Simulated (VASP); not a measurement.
Energy against volume of AgCl (rock salt). These are rev-vdW-DF2, VASP's PBE PAW potentials (set 64) (plane waves; VASP) values and carry that method's errors.

| V (Å³/atom) | E (eV/atom) |
|---|---|
| 19.802 | -0.62566 |
| 20.434 | -0.63630 |
| 21.066 | -0.63971 |
| 21.698 | -0.63713 |
| 22.330 | -0.62957 |

Q: Fit a third-order Birch-Murnaghan equation of state.

A: 
- volume per atom: 21.09 Å³/atom
- bulk modulus: 50.2 GPa
- pressure derivative of the bulk modulus: 5.24
- lattice constant a: 5.526 Å

The compound is AgCl in the rock salt structure. It was relaxed first.
